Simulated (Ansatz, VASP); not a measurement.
# Cross-check of Ta between VASP and Ansatz

One calculation is typed for both programs; each brings its own data sets. How far apart do they land? Of the first pair: The cell is taken from a series of runs on this material, whose earlier steps may have relaxed, scaled, displaced or heated it; both programs get it as it stands.

Program: Ansatz 0.2.0. Level of theory: plane waves, with VASP 6.6.1 beside it; relaxation of cell and atoms at PBEsol and single point at PBEsol. Results are calculated unless marked as measured.

## (1) The structure

Symmetry: Pm-3n, No. 223, cubic system. The conventional cell has a = 5.253 Å, b = 5.253 Å, c = 5.253 Å, α = 90.00°, β = 90.00°, γ = 90.00°. Nearest to Ta lie 12 Ta at 2.94 Å. Nearest to Ta lie 6 Ta at 2.63 to 2.94 Å.

## (2) Ansatz: relaxation of cell and atoms, PBEsol

Ansatz runs on its PAW soft_1 files.

The relaxed volume is the usual yardstick between codes: in a stiff, nearly cubic crystal its relative difference is about their pressure difference at one cell divided by the bulk modulus.

File input.yaml:

```yaml
crystal:
  lattice:
    - [5.253222832, 0.0, 0.0]
    - [0.0, 5.253222832, 0.0]
    - [0.0, 0.0, 5.253222832]
  atoms:
    - { symbol: Ta, position: [0.0, 0.0, 0.0] }
    - { symbol: Ta, position: [0.5, 0.5, 0.5] }
    - { symbol: Ta, position: [0.0, 0.5, 0.25] }
    - { symbol: Ta, position: [0.0, 0.5, 0.75] }
    - { symbol: Ta, position: [0.25, 0.0, 0.5] }
    - { symbol: Ta, position: [0.75, 0.0, 0.5] }
    - { symbol: Ta, position: [0.5, 0.75, 0.0] }
    - { symbol: Ta, position: [0.5, 0.25, 0.0] }
kpoints:
  mp_grid: { grid: [8, 8, 8] }
scf:
  occupations: { method: fermi_dirac, width: 0.05 }
hamiltonian:
  xc: pbesol
  pseudopotentials: { kind: paw, azcp: { folder: soft_1 }, xc_functional: pbe }
basis:
  ecutwfc: 600
output:
  forces: true
  stress: true
relax:
  f_tol: 0.005
  max_steps: 70
  cell: { stress_tol: 0.02, p_target: 0 }
```

The run is started by

```
ansatz run input.yaml --threads 4 --pin off --max-ram 10240MiB --backend cpu --events-out ev --progress --plain --runs-dir out
```

Numbers of over 12 decimals in the logs are rounded to 6 here.

Output:

```text
Engine: ansatz 0.2.0, aarch64-unknown-linux-gnu
Pseudopotentials: kind: paw
Pseudopotential: Ta, paw, valence charge 13, recommended cutoff 420 eV (normal), soft_1/Ta.paw.azcp
Functional definition: PBEsol
  exchange = pbesol_x
  correlation = pbesol_c
Crystal: 8 atoms, lattice volume = 144.970 Å³
Basis set: ecut = 600 eV, 4945 PW (Γ), exchange–correlation on 90×90×90 points (8 copies of the dense FFT grid, shifted against one another)
Bands: 63, of which v1, the nominal top of the filled ones, is band 52 counted from 1 (51 counted from 0)
Symmetry: 48 space group operations
Space group: Pm-3n (ITA 223), of the structure as read, at distance tolerance 5.3e-5 Å
k-points: 35 of 512
Non-local potential: Ta, projectors of the file, l = 0: 3, l = 1: 2, l = 2: 2, l = 3: 1
PAW form: soft (Blöchl's): semilocal exchange-correlation on the pseudo side does not see the compensation charge
PAW frozen core: Ta, regenerated for the run's functional, and the local potential with it (the file was generated under x = pbe(κ = 0.804, μ = 0.219515), c = pbe(β = 0.066725))
PAW one-centre angular grid: Ta, 590 points (default); XC on 64 Gauss nodes
Initial density: superposition of atomic densities (chi_scale 0.1, normalization cell)
Initial wavefunctions: pseudopotential atomic-orbital guess
Functional: x = pbesol(κ = 0.804, μ = 0.123457), c = pbesol(β = 0.046)
SCF iter   1: F=—  HF=-78460.157466 eV  |F-HF|=—  |Δ(HF+E_count)|=         —  Δρ=4.58e-2  dr2=3.08e0  ethr=3.10e-3  ⟨swp⟩=5.7  Hψ=8346  notcnv=0  defer=5
preconditioner: auto → Kerker (q_TF=auto, 2.581 Å⁻¹)  [metal: Δε(μ)=0.046 eV  Ē_g=4.280 eV  σ=0.050 eV  W_gap=0.22  n_scr=32 (ndim 8)  ℏωp=19.5 eV  f_vac=0.000  D(μ)=5.68/eV (n_scr^D=32)]
SCF iter   2: F=—  HF=-78459.343460 eV  |F-HF|=—  |Δ(HF+E_count)|=   8.14e-1  Δρ=2.75e-2  dr2=1.06e0  ethr=2.96e-3  ⟨swp⟩=2.0  Hψ=2798  notcnv=0  defer=63
SCF iter   3: F=—  HF=-78458.939720 eV  |F-HF|=—  |Δ(HF+E_count)|=   4.04e-1  Δρ=2.66e-3  dr2=8.93e-3  ethr=1.01e-3  ⟨swp⟩=2.5  Hψ=4088  notcnv=0  defer=63
SCF iter   4: F=—  HF=-78458.938337 eV  |F-HF|=—  |Δ(HF+E_count)|=   1.38e-3  Δρ=5.84e-4  dr2=2.70e-4  ethr=8.59e-6  ⟨swp⟩=2.1  Hψ=2716  notcnv=0  defer=63
SCF iter   5: F=—  HF=-78458.938329 eV  |F-HF|=—  |Δ(HF+E_count)|=   8.59e-6  Δρ=7.80e-5  dr2=4.67e-6  ethr=2.59e-7  ⟨swp⟩=2.6  Hψ=3589  notcnv=0  defer=63
SCF iter   6: F=—  HF=-78458.938214 eV  |F-HF|=—  |Δ(HF+E_count)|=   1.14e-4  Δρ=8.56e-6  dr2=9.16e-8  ethr=9.62e-11  ⟨swp⟩=3.2  Hψ=9259  notcnv=0
SCF iter   7: F=-78458.938214 eV  HF=-78458.938214 eV  |F-HF|=1.31e-9  |Δ(HF+E_count)|=   1.97e-8  Δρ=1.48e-6  dr2=2.93e-9  ethr=8.80e-11  ⟨swp⟩=2.3  Hψ=6770  notcnv=0
SCF 1 converged in 7 iterations: F = -78458.938214 eV  dr2 = 2.93e-9
  greatest PAW one-centre occupation: 0.999 electrons in one spin orbital (limit 2), on the Ta atom at site 1 (counted from 0), in its partial waves of l = 0
relax step   1: F+E_penalty+E_count = -78458.93821436 eV  Δ(F+E_penalty+E_count) = +0.000e0 eV  max|allowed force component| = 2.718e-17 eV/Å  Δτ_max = 0.0000 Å  P = -0.001 GPa  Ω = 144.970 Å³  (7 SCF iters, dr2 threshold 1.00e-7 eV, accepted)
Initial density: handed on by an earlier stage of this run
Initial wavefunctions: pseudopotential atomic-orbital guess (no wavefunctions were taken with the density)
iter 1 solved again at ethr=3.34e-7 eV; its pass at ethr=3.10e-3 eV (dr2=3.47e-4 eV) is discarded
SCF iter   1: F=—  HF=-78458.938321 eV  |F-HF|=—  |Δ(HF+E_count)|=         —  Δρ=2.41e-6  dr2=6.17e-9  ethr=3.34e-7  ⟨swp⟩=2.9  Hψ=13138  notcnv=0
eigensolver tolerance schedule: the retry pair's looser diagonalisation over-reported the residual by 56198.10 of it (diagonalisation noise at an unbounded share of the residual, at the tolerance the schedule requests for it); recorded, not acted on — ethr = c·dr2/N_el stays at c = 1.0e-1
preconditioner: auto → Kerker (q_TF=auto, 2.581 Å⁻¹)  [metal: Δε(μ)=0.005 eV  Ē_g=4.107 eV  σ=0.050 eV  W_gap=0.03  n_scr=32 (ndim 8)  ℏωp=19.5 eV  f_vac=0.000  D(μ)=7.28/eV (n_scr^D=80)]
SCF iter   2: F=—  HF=-78458.938214 eV  |F-HF|=—  |Δ(HF+E_count)|=   1.06e-4  Δρ=1.11e-6  dr2=1.45e-9  ethr=5.94e-12  ⟨swp⟩=3.4  Hψ=6013  notcnv=0
[...]
SCF iter   4: F=—  HF=-78458.938214 eV  |F-HF|=—  |Δ(HF+E_count)|=  1.89e-10  Δρ=1.25e-7  dr2=1.29e-11  ethr=1.00e-12  ⟨swp⟩=2.1  Hψ=3959  notcnv=0
iter 5 did not close the SCF: its close was put off for the readings that it lacked (scf_convergence_deferred on its scf_iter line)
SCF iter   5: F=-78458.938214 eV  HF=-78458.938214 eV  |F-HF|=5.82e-11  |Δ(HF+E_count)|=  1.46e-11  Δρ=6.97e-8  dr2=3.99e-12  ethr=1.00e-12  ⟨swp⟩=1.0  Hψ=2205  notcnv=0
iter 6 did not close the SCF: its close was put off for the readings that it lacked (scf_convergence_deferred on its scf_iter line)
SCF iter   6: F=-78458.938214 eV  HF=-78458.938214 eV  |F-HF|=0.00e0  |Δ(HF+E_count)|=  4.37e-11  Δρ=2.62e-8  dr2=6.09e-13  ethr=1.00e-12  ⟨swp⟩=1.0  Hψ=2205  notcnv=0
iter 7 did not close the SCF: its close was put off for the readings that it lacked (scf_convergence_deferred on its scf_iter line)
SCF iter   7: F=-78458.938214 eV  HF=-78458.938214 eV  |F-HF|=1.46e-11  |Δ(HF+E_count)|=  4.37e-11  Δρ=6.99e-9  dr2=4.60e-14  ethr=1.00e-12  ⟨swp⟩=1.0  Hψ=2205  notcnv=0
iter 8 did not close the SCF: its close was put off for the readings that it lacked (scf_convergence_deferred on its scf_iter line)
SCF iter   8: F=-78458.938214 eV  HF=-78458.938214 eV  |F-HF|=1.46e-11  |Δ(HF+E_count)|=  1.46e-11  Δρ=1.25e-9  dr2=1.46e-15  ethr=1.00e-12  ⟨swp⟩=1.0  Hψ=2205  notcnv=0
SCF iter   9: F=-78458.938214 eV  HF=-78458.938214 eV  |F-HF|=1.46e-11  |Δ(HF+E_count)|=  1.46e-11  Δρ=9.60e-11  dr2=5.35e-18  ethr=1.00e-12  ⟨swp⟩=2.0  Hψ=6378  notcnv=0
SCF 2 converged in 9 iterations: F = -78458.938214 eV  dr2 = 5.35e-18
relax step   2: F+E_penalty+E_count = -78458.93821437 eV  Δ(F+E_penalty+E_count) = -6.257e-10 eV  max|allowed force component| = 2.909e-17 eV/Å  Δτ_max = 0.0000 Å  P = -0.001 GPa  Ω = 144.970 Å³  stress off target by 9.46e-4 GPa  SCF on the basis re-selected at this cell (its energy is not comparable with the rows above)  (9 SCF iters)
basis re-selected at this cell: Δ(F+E_penalty+E_count) = -6.257e-10 eV, ΔP = +0.000 GPa vs the last step (what re-selecting the basis moved, of the pressure what is left beyond the Pulay correction that the steps carried, after the strain that the cell walked since its last selection, with what the two solves' SCF thresholds leave and, on support functions, any second-order correction that the steps lacked; it is no  [...]
SCF converged after 9 iterations
Free energy (F): -78458.938214 eV
Harris-Foulkes:  -78458.938214 eV  (|F-HF|=1.46e-11)
Internal energy: -78458.875756 eV  (E = F + TS)
E sigma→0 (E₀):  -78458.906985 eV
Entropy (-TS):   -0.062459 eV (-7.807 meV/atom)
Fermi energy:    18.290043 eV
--- Per-component energies (eV) ---
  E_band       = -876.857944
  E_kinetic    = 3145.025938
  E_local      = -4466.910260  (includes V_loc(G=0)·N_el)
  E_nonlocal   = -69.123501
  E_hartree    = 1610.717781
  E_xc         = -2550.261788
  E_vxc        = -1867.346205  (∫ρ·V_xc dr)
  E_paw        = -65450.424461  (= ΣΔE_a)
  E_vpaw       = -839.939683  (= ΣTr[D̂ρ^β])
  E_aug_tail   = 0.000205  (compensation charges beyond the density's cutoff)
  E_ewald      = -10679.609373
  E_core_change = 1.709702  (= ΣΔE_core)
  E_smearing   = -0.062459  (= −TS)
  E_closure    = -0.000000  (closes the sum)
  Σ components = -78458.938214   (vs F -78458.938214, Δ=0.00e0)
--- Forces (eV/Å), atoms counted from 1 ---
  atom   1  Ta     0.00000000     0.00000000     0.00000000
  atom   2  Ta     0.00000000    -0.00000000    -0.00000000
  atom   3  Ta     0.00000000     0.00000000    -0.00000000
  atom   4  Ta     0.00000000    -0.00000000    -0.00000000
  atom   5  Ta    -0.00000000     0.00000000     0.00000000
  atom   6  Ta    -0.00000000    -0.00000000    -0.00000000
  atom   7  Ta    -0.00000000    -0.00000000     0.00000000
  atom   8  Ta     0.00000000     0.00000000     0.00000000
  max |Σ_I F_I| component: 1.42e-17 eV/Å
--- Stress (GPa, compression-positive) ---
       -0.000946      -0.000000       0.000000
       -0.000000      -0.000946       0.000000
        0.000000       0.000000      -0.000946
  P = ⅓ Tr σ = -0.0009 GPa (-0.009 kbar)
--- Relaxed structure (1 steps of the walk, 1 accepted, 1 SCFs on fresh bases) ---
  F+E_penalty+E_count = -78458.93821437 eV   max|allowed force component| = 2.909e-17 eV/Å   (the final SCF, on the basis selected at the relaxed cell)
  cell:  # Å, volume = 144.9698 Å³
    - [5.253222832, 0.0, 0.0]
    - [0.0, 5.253222832, 0.0]
    - [0.0, 0.0, 5.253222832]
  atoms:
    - { symbol: Ta, position: [0.0, 0.0, 0.0] }
    - { symbol: Ta, position: [0.500000, 0.500000, 0.500000] }
    - { symbol: Ta, position: [0.0, 0.500000, 0.250000] }
    - { symbol: Ta, position: [0.0, 0.500000, 0.75] }
    - { symbol: Ta, position: [0.250000, 0.0, 0.500000] }
    - { symbol: Ta, position: [0.75, 0.0, 0.500000] }
    - { symbol: Ta, position: [0.500000, 0.75, 0.0] }
    - { symbol: Ta, position: [0.500000, 0.250000, 0.0] }
```

The column dr2 measures how far the density is from self-consistency, as an energy; F and HF (Harris–Foulkes) agree once it is small.

(Part 1 of 3 ends here.)

[Lines on the potential files, build, host, timing and source positions are cut from VASP's logs without a mark.]

[Logs are printed without paths, hosts, clocks, repeated set-up lines and the standing remarks that a program may print on its own settings, such as how far it seeks lower states.]

[Hosts, paths, dates, database ids (printed as entryN), source tags and the programs' standing remarks are cut or masked in the printed files.]
